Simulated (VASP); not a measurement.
PtS2:

```xyz
3
Lattice="3.5432 0.0000 0.0000 -1.7716 3.0685 0.0000 0.0000 0.0000 5.0388" Properties=species:S:1:pos:R:3 pbc="T T T"
Pt    0.0000    0.0000    0.0000
S     0.0000    2.0457    1.1438
S     1.7716    1.0228    3.8950
```

```yaml
Program: VASP 6.6.1
Task: relaxation of cell and atoms
Functional: PBE
Dispersion: D3(BJ)
Potentials_or_basis: VASP PAW PBE potentials, release 64 (Pt, S)
Cutoff: 600 eV
k_mesh: 9 × 9 × 5
Occupations: gaussian, width 0.03 eV
Spin: no spin polarisation
```

At the start: pressure 7.3 GPa; volume 18.26 Å³/atom.

Q: How do energy, volume and symmetry change on relaxing?

A: Over 19 steps the energy falls by 43.8 meV/atom and the volume is 17.30 Å³/atom (-5.2 %); space group P-3m1 (No. 164, to 0.05 Å).

Step by step:
```tsv
step	energy change (eV)	largest force (eV/Å)	pressure (GPa)	volume (Å³)
1	0.0000	1.2457	7.29	54.78
2	0.1353	0.9046	-11.33	61.64
3	-0.0790	0.3172	-1.13	57.21
4	-0.0791	0.3407	-0.91	57.13
5	-0.0925	0.2305	-0.65	56.62
6	-0.1002	0.0717	-0.26	55.91
7	-0.1003	0.0581	-0.22	55.85
8	-0.1049	0.0603	-0.18	55.47
9	-0.1170	0.0691	0.02	54.32
10	-0.1302	0.0954	0.85	52.01
11	-0.1248	0.2079	-2.36	52.53
12	-0.1313	0.0061	-0.09	52.16
13	-0.1313	0.0037	-0.12	52.16
14	-0.1314	0.0002	-0.11	52.09
15	-0.1314	0.0049	-0.13	52.00
16	-0.1314	0.0138	-0.13	51.84
17	-0.1314	0.0066	-0.12	51.96
18	-0.1313	0.0334	0.40	51.78
19	-0.1314	0.0033	0.01	51.91
```

Final structure:
```
Pt S
1.0
     3.57860    0.00000    0.00000
    -1.78930    3.09915    0.00000
     0.00000    0.00000    4.68068
Pt S
1 2
Direct
  0.00000 0.00000 0.00000
  0.33333 0.66667 0.25757
  0.66667 0.33333 0.74243
```
